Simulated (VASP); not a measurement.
Ca2ZrN2: single point with PBE

The system is Ca2ZrN2.

```
Ca Zr N
1.0
     3.36647    0.00000    0.00000
    -1.68324    2.91545    0.00000
     0.00000    0.00000    8.90193
Ca Zr N
2 1 2
Direct
  0.33333 0.66667 0.30342
  0.66667 0.33333 0.69658
  0.00000 0.00000 0.00000
  0.66667 0.33333 0.14049
  0.33333 0.66667 0.85951
```

The cell was built by a generator and needn't be a form met in nature.

- Program: VASP 6.6.1
- Task: single point
- Functional: PBE
- Potentials or basis: VASP PAW PBE potentials, release 64 (Ca_sv, Zr_sv, N)
- Cutoff: 520 eV
- k mesh: 10 × 10 × 4
- Occupations: gaussian, width 0.1 eV
- Spin: no spin polarisation

The pressure is 0.0 GPa, the largest force is 0.004 eV/Å and the band gap on the k mesh is none (metal or under the smearing width).

Forces in eV/Å, atoms in the order of the input:
```
Ca   0.000  0.000  0.001
Ca   0.000  0.000 -0.001
Zr   0.000  0.000  0.000
N    0.000  0.000 -0.004
N    0.000  0.000  0.004
```

Levels at points of the mesh, in eV from the Fermi level:
```
           k point  band 17  band 18  band 19  band 20  band 21  band 22  band 23  band 24  band 25
(0.00, 0.00, 0.00)    -3.96    -3.09    -2.20    -1.88    -1.88     1.32     1.32     1.67     1.70
(0.50, 0.00, 0.00)    -3.73    -3.71    -2.80    -2.34    -0.73     0.34     1.09     1.99     3.11
(0.00, 0.00, 0.50)    -3.96    -3.69    -1.88    -1.88    -1.28     0.73     1.33     1.33     2.07
(0.50, 0.00, 0.50)    -3.70    -3.70    -2.77    -2.33    -0.76     0.35     1.28     1.58     3.06
```

Run time: 90 s on 1 thread of Intel(R) Xeon(R) Platinum 8559C (Emerald Rapids), on a shared host, peak memory 0.29 GiB.
